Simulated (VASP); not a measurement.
Write the native input for VASP 6.6.1 that does the following.

- Task: relaxation of cell and atoms
- Functional: PBE
- Potentials or basis: VASP PAW PBE potentials, release 64 (Ni, Mo_sv, Pd, Ir, W_sv)
- Cutoff: 520 eV
- k mesh: 5 × 5 × 3
- Occupations: gaussian, width 0.15 eV
- Spin: collinear spin, ferromagnetic start
- Starting moments: [1.0, 1.0, 0.0, 0.6, 0.0] μB
- Further INCAR settings: PREC = Normal; ALGO = Fast; EDIFF = 0.0001; IBRION = 2; EDIFFG = -0.08; NSW = 24; ISIF = 3

The structure of NiMoIrPdW lies in POSCAR:

```
NiMoIrPdW
1.0
    3.8606118000      0.0000000000      0.0000000000
   -1.9303059000      3.3433878900      0.0000000000
    0.0000000000      0.0000000000      5.9170710300
Ni Mo Pd Ir W
1 1 1 1 1
Direct
    0.0000000000      0.0000000000      0.9491397000
    0.6666666700      0.3333333300      0.0339906800
    0.6666666700      0.3333333300      0.4710253400
    0.3333333300      0.6666666700      0.6588390400
    0.3333333300      0.6666666700      0.2314487100
```

The cell was built by a generator and needn't be a form met in nature.

One way to write it, as run:

INCAR

```
SYSTEM = NiMoIrPdW
PREC     = Normal         ! precision mode
ENCUT    = 520            ! plane-wave cutoff, eV
EDIFF    = 1E-4           ! SCF threshold, eV
ISMEAR   = 0              ! smearing method
SIGMA    = 0.15           ! smearing width, eV
LREAL    = .FALSE.        ! projectors in reciprocal space
LASPH    = .TRUE.         ! aspherical terms in the spheres
NELM     = 60             ! most SCF steps
ALGO     = Fast           ! electronic algorithm
ISIF     = 3              ! what is computed and relaxed
LWAVE    = .FALSE.        ! write WAVECAR
LCHARG   = .FALSE.        ! write CHGCAR
ISPIN    = 2              ! spin polarisation
MAGMOM   = 1 1 0 0.6 0    ! initial moments
LORBIT   = 11             ! projections on sites
LMAXMIX  = 4              ! l up to which the mixer works
GGA      = PE             ! functional
IBRION   = 2              ! ionic algorithm
NSW      = 24             ! ionic steps
EDIFFG   = -0.08          ! ionic threshold
```

KPOINTS

```
Automatic mesh
0
G
  5 5 3
  0 0 0
```

Potentials or basis: VASP PAW PBE potentials, release 64 (Ni, Mo_sv, Pd, Ir, W_sv).

Launch:

```bash
$ cat potpaw_PBE.64/Ni/POTCAR potpaw_PBE.64/Mo_sv/POTCAR potpaw_PBE.64/Pd/POTCAR potpaw_PBE.64/Ir/POTCAR potpaw_PBE.64/W_sv/POTCAR > POTCAR
$ mpirun -np 1 vasp_std > vasp.out
```

It gave:

```json
{
 "Relaxed volume": "16.01 Å³/atom",
 "Relaxed cell": "a = 4.118 Å, b = 4.118 Å, c = 5.452 Å, α = 90.00°, β = 90.00°, γ = 120.00°",
 "Space group after relaxing (to 0.05 Å)": "P3m1 (No. 156)",
 "Energy gained by relaxing": "543.5 meV/atom",
 "Ionic steps": "19",
 "Pressure after relaxing": "-0.1 GPa",
 "Largest force after relaxing": "0.042 eV/Å",
 "Band gap on the k mesh": "none (metal or under the smearing width)",
 "Net moment": "0.00 μB per cell",
 "Valence electrons inside the program's atomic spheres": "Ni 9.45; Mo 12.55; Pd 9.59; Ir 8.31; W 11.86"
}
```

Caveat: the k mesh is coarse (spacing up to 0.38 Å⁻¹), so the values aren't converged; the relaxation stopped at a loose force limit of 0.08 eV/Å, so its end isn't a converged minimum.

Run time: 4.7 min on 1 thread of Intel(R) Xeon(R) 6975P-C (Granite Rapids) (shared host), peak memory 0.23 GiB.
